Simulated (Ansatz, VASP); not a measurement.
# Se (Selenium) in two plane-wave programs, part 3 of 3

Aim: how closely do two programs agree when they are given the same cell, functional and k mesh? The cell is taken from a series of runs on this material, whose earlier steps may have relaxed, scaled, displaced or heated it; both programs get it as it stands.

VASP 6.6.1 and Ansatz 0.2.0.

So far: The starting structure; Ansatz: zone-centre phonons, PBE; VASP: zone-centre phonons, PBE.

## 3. VASP: zone-centre phonons, PBE (continued)

Level of this step: PBE; plane waves and PAW (Se) (VASP).

Numbers of over 12 decimals in the logs are rounded to 6 here.

Parts of OUTCAR (step 3):

```text
ion  position               nearest neighbor table
   1  0.219  0.000  0.333-   3 2.40   2 2.40
   2  0.000  0.219  0.667-   3 2.40   1 2.40
   3  0.781  0.781  0.000-   1 2.40   2 2.40

  LATTYP: Found a hexagonal cell.
 ALAT       =     4.5224123658
 C/A-ratio  =     1.1154917149

 Subroutine GETGRP returns: Found  6 space group operations
 (whereof  2 operations were pure point group operations)

The static configuration has the point symmetry C_2 .
 The point group associated with its full space group is D_3 .

 Found     62 irreducible k-points:

   k-points           NKPTS =     62   k-points in BZ     NKDIM =     62   number of bands    NBANDS=     15

   dimension x,y,z NGX =    36 NGY =   36 NGZ =   40
   dimension x,y,z NGXF=    72 NGYF=   72 NGZF=   80

   ENCUT  =  500.0 eV  36.75 Ry    6.06 a.u.   8.25  8.25  9.20*2*pi/ulx,y,z

   NELECT =      18.0000    total number of electrons

 k-points in reciprocal lattice and weights: Automatic mesh
   0.00000000  0.00000000  0.00000000       0.002
   0.11111111  0.00000000  0.00000000       0.012
   0.22222222  0.00000000  0.00000000       0.012
   0.33333333  0.00000000  0.00000000       0.012
   0.44444444  0.00000000  0.00000000       0.012
   0.11111111  0.11111111  0.00000000       0.012
   0.22222222  0.11111111  0.00000000       0.025
   0.33333333  0.11111111  0.00000000       0.025
   0.44444444  0.11111111  0.00000000       0.012
[...]
0.33333333  0.22222222  0.50000000       0.025
   0.33333333  0.33333333  0.50000000       0.004

 average (electrostatic) potential at core
       1 -56.8361       2 -56.8361       3 -56.8361

  Total        0.0494410      0.0494410      0.0710208      0.0000000      0.0000000      0.0000000
  in kB        0.8865242      0.8865242      1.2734694      0.0000000      0.0000000      0.0000000
  external PRESSURE =       1.0155059 kB  Pullay stress =       0.0000000 kB

  energy-cutoff  :      500.00
  volume of cell :       89.35
      direct lattice vectors                 reciprocal lattice vectors
     4.522412366  0.000000000  0.000000000     0.221120924  0.127664225  0.000000000
    -2.261206183  3.916523995  0.000000000     0.000000000  0.255328450  0.000000000
     0.000000000  0.000000000  5.044713525     0.000000000  0.000000000  0.198227312

 POSITION                                       TOTAL-FORCE (eV/Angst)
 -----------------------------------------------------------------------------------
      0.98935      0.00000      1.68157         0.026814     -0.000000     -0.000000
     -0.49467      0.85680      3.36314        -0.013407      0.023222      0.000000
      1.76653      3.05972      0.00000        -0.013407     -0.023222      0.000000
 -----------------------------------------------------------------------------------
    total drift:                                0.000000      0.000001     -0.000000

 MACROSCOPIC STATIC DIELECTRIC TENSOR (including local field effects in DFT)
 ------------------------------------------------------
           7.903266     0.000000     0.000000
           0.000000     7.903266     0.000000
           0.000000     0.000000    13.204895
 ------------------------------------------------------

 PIEZOELECTRIC TENSOR (including local field effects)  for field in x, y, z        (C/m^2)
          XX          YY          ZZ          XY          YZ          ZX
  --------------------------------------------------------------------------------
  x    -0.29204     0.29204    -0.00000     0.00000    -0.00024     0.00000
  y    -0.00000     0.00000     0.00000     0.29204     0.00000     0.00024
  z     0.00000    -0.00000     0.00000    -0.00000     0.00000    -0.00000

 BORN EFFECTIVE CHARGES (including local field effects) (in |e|, cummulative output)
 ---------------------------------------------------------------------------------
 ion    1
    1     0.63983     0.00000     0.00000
    2    -0.00000    -0.63983     0.35289
    3     0.00000     0.68165     0.00000
 ion    2
    1    -0.31992    -0.55411    -0.30561
    2    -0.55411     0.31992    -0.17644
    3    -0.59032    -0.34082     0.00000
 ion    3
    1    -0.31992     0.55411     0.30561
    2     0.55411     0.31992    -0.17644
    3     0.59032    -0.34082     0.00000

 Eigenvectors and eigenvalues of the dynamical matrix
 ----------------------------------------------------

   1 f  =    6.962178 THz    43.744653 2PiTHz  232.233253 cm-1    28.793241 meV
             X         Y         Z           dx          dy          dz
      0.989349  0.000000  1.681571    -0.577350    0.000000    0.000000
     -0.494674  0.856801  3.363142     0.288675   -0.500000    0.000000
      1.766532  3.059723  0.000000     0.288675    0.500000   -0.000000

   2 f  =    6.590748 THz    41.410889 2PiTHz  219.843679 cm-1    27.257130 meV
             X         Y         Z           dx          dy          dz
      0.989349  0.000000  1.681571     0.118100   -0.230775   -0.649395
     -0.494674  0.856801  3.363142    -0.258898    0.012951    0.612708
      1.766532  3.059723  0.000000     0.140673    0.217578    0.036687

   3 f  =    6.590748 THz    41.410889 2PiTHz  219.843679 cm-1    27.257130 meV
             X         Y         Z           dx          dy          dz
      0.989349  0.000000  1.681571     0.230611    0.118184    0.332566
     -0.494674  0.856801  3.363142    -0.013115   -0.258815    0.396109
      1.766532  3.059723  0.000000    -0.217742    0.140757   -0.728675

   4 f  =    3.810072 THz    23.939387 2PiTHz  127.090315 cm-1    15.757184 meV
             X         Y         Z           dx          dy          dz
      0.989349  0.000000  1.681571    -0.240999    0.456481   -0.324000
     -0.494674  0.856801  3.363142     0.515791   -0.018639    0.310434
      1.766532  3.059723  0.000000    -0.274070   -0.436478    0.013566

   5 f  =    3.810072 THz    23.939387 2PiTHz  127.090315 cm-1    15.757184 meV
             X         Y         Z           dx          dy          dz
      0.989349  0.000000  1.681571    -0.455572   -0.241480    0.171397
     -0.494674  0.856801  3.363142     0.019549    0.515310    0.194894
      1.766532  3.059723  0.000000     0.437387   -0.274551   -0.366291

   6 f  =    2.566033 THz    16.122860 2PiTHz   85.593641 cm-1    10.612254 meV
             X         Y         Z           dx          dy          dz
      0.989349  0.000000  1.681571     0.000000    0.577350    0.000024
     -0.494674  0.856801  3.363142    -0.500000   -0.288675    0.000024
      1.766532  3.059723  0.000000     0.500000   -0.288675    0.000024

   7 f/i=    0.000108 THz     0.000678 2PiTHz    0.003601 cm-1     0.000447 meV
             X         Y         Z           dx          dy          dz
      0.989349  0.000000  1.681571     0.000000   -0.000024    0.577350
     -0.494674  0.856801  3.363142     0.000021    0.000012    0.577350
      1.766532  3.059723  0.000000    -0.000021    0.000012    0.577350

   8 f/i=    0.003554 THz     0.022331 2PiTHz    0.118550 cm-1     0.014698 meV
             X         Y         Z           dx          dy          dz
      0.989349  0.000000  1.681571    -0.511473    0.268434    0.000098
     -0.494674  0.856801  3.363142    -0.511010    0.269167    0.000112
      1.766532  3.059723  0.000000    -0.510606    0.268399   -0.000210

   9 f/i=    0.003554 THz     0.022331 2PiTHz    0.118550 cm-1     0.014698 meV
             X         Y         Z           dx          dy          dz
      0.989349  0.000000  1.681571    -0.268900   -0.510586   -0.000186
     -0.494674  0.856801  3.363142    -0.268166   -0.511049    0.000178
      1.766532  3.059723  0.000000    -0.268934   -0.511453    0.000008

 MACROSCOPIC STATIC DIELECTRIC TENSOR IONIC CONTRIBUTION
 ------------------------------------------------------
           0.607421     0.000000    -0.000000
           0.000000     0.607421    -0.000000
           0.000000     0.000000     1.326998
 ------------------------------------------------------

 ELASTIC MODULI CONTR FROM IONIC RELAXATION (kBar)
 Direction    XX          YY          ZZ          XY          YZ          ZX
 --------------------------------------------------------------------------------
 XX        -379.1735   -211.8123   -351.6585      0.0000   -122.8428      0.0000
 YY        -211.8123   -379.1735   -351.6585      0.0000    122.8428      0.0000
 ZZ        -351.6585   -351.6585   -418.4997      0.0000      0.0000      0.0000
 XY           0.0000      0.0000      0.0000    -84.2034      0.0000   -119.7993
 YZ        -122.8428    122.8428      0.0000      0.0000   -276.4290      0.0000
 ZX           0.0000      0.0000      0.0000   -119.7993      0.0000   -280.4485
 --------------------------------------------------------------------------------

 PIEZOELECTRIC TENSOR IONIC CONTR  for field in x, y, z        (C/m^2)
          XX          YY          ZZ          XY          YZ          ZX
  --------------------------------------------------------------------------------
  x    -0.13237     0.13237     0.00000    -0.00000    -0.01667     0.00000
  y     0.00000     0.00000     0.00000     0.13237     0.00000     0.00035
  z    -0.00000    -0.00000    -0.00000     0.02478     0.00000     0.00000
```

## 4. Differences

Known differences besides the potentials themselves: fixed occupations in Ansatz, narrow Gaussian smearing in VASP; VASP's response is taken on the typed mesh, Ansatz refines its own for the field response alone; the data sets hold 48 valence electrons in Ansatz (on its default PAW (the set named soft_2) files) and 18 in VASP; the cutoff is 420 eV in Ansatz and 500 eV in VASP. Total energies have different zeros and are not compared.

Compared:

| quantity | Ansatz | VASP | difference |
| --- | --- | --- | --- |
| ε∞ xx | 7.87 | 7.90 | -0.37 % |
| ε∞ yy | 7.87 | 7.90 | -0.37 % |
| ε∞ zz | 13.09 | 13.20 | -0.88 % |
| Born charge of Se1 (mean of the diagonal) (e) | 0.00 | 0.00 | 0.00 |
| optical mode 1 (cm⁻¹) | 86.1 | 85.6 | +0.63 % |
| optical mode 2 to 3 (cm⁻¹) | 127.3 | 127.1 | +0.19 % |
| optical mode 4 to 5 (cm⁻¹) | 217.8 | 219.8 | -0.95 % |
| optical mode 6 (cm⁻¹) | 230.4 | 232.2 | -0.78 % |

Modes are paired by rising frequency, not by their patterns, so a pair may set unlike modes beside each other; they are those without the splitting of longitudinal modes.

## 5. Outcome

| Quantity | Value |
| --- | --- |
| r.m.s. difference of the optical zone-centre modes, each program's sorted by frequency (zone-centre phonons, PBE) | 1.4 cm⁻¹ |
| difference in optical mode 4 to 5 (zone-centre phonons, PBE) | -0.9 % |

In words: The r.m.s. difference of the optical zone-centre modes, each program's sorted by frequency is 1.4 cm⁻¹ (zone-centre phonons, PBE). The data sets hold unlike numbers of valence electrons (48 in Ansatz and 18 in VASP), so part of the differences comes from the potentials. Among the rows given in per cent, the largest difference of the zone-centre phonons, PBE pair is in optical mode 4 to 5, -0.9 %. How closely two codes agree says nothing of how well the functional describes the real material.

[Lines on the potential files, build, host, timing and source positions are cut from VASP's logs without a mark.]

[Logs are printed without paths, hosts, clocks, repeated set-up lines and the standing remarks that a program may print on its own settings, such as how far it seeks lower states.]

[Hosts, paths, dates, database ids (printed as entryN), source tags and the programs' standing remarks are cut or masked in the printed files.]
